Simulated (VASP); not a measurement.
```xyz
3
Lattice="0.0000 2.7787 2.7787 2.7787 0.0000 2.7787 2.7787 2.7787 0.0000" Properties=species:S:1:pos:R:3 pbc="T T T"
P      0.0000     0.0000     0.0000
Ir     1.3894     1.3894     1.3894
Ir     4.1681     4.1681     4.1681
```

These are LDA (Ceperley-Alder, Perdew-Zunger), VASP's LDA PAW potentials (set 64) (plane waves; VASP) values and carry that method's errors. Numerical set-up: 300 eV cut-off, 10×10×10 Γ-centred mesh, Gaussian smearing of 0.050 eV, potentials P Ir.

At this cut-off the stress carries a Pulay error, which pulls relaxed volumes low.

Problem. Give the stress tensor in GPa (positive for a compressed cell).

Solution. 
```
-7.40   0.00   0.00
 0.00  -7.40   0.00
 0.00   0.00  -7.40
```
The pressure is its mean diagonal, -7.40 GPa.

The structure comes from a computed database's PIr2 entry (Fm-3m); how it stands against other phases isn't given here. The cell was not relaxed at this level. The electron count is odd and the run is not spin-polarised, which forces a metal.
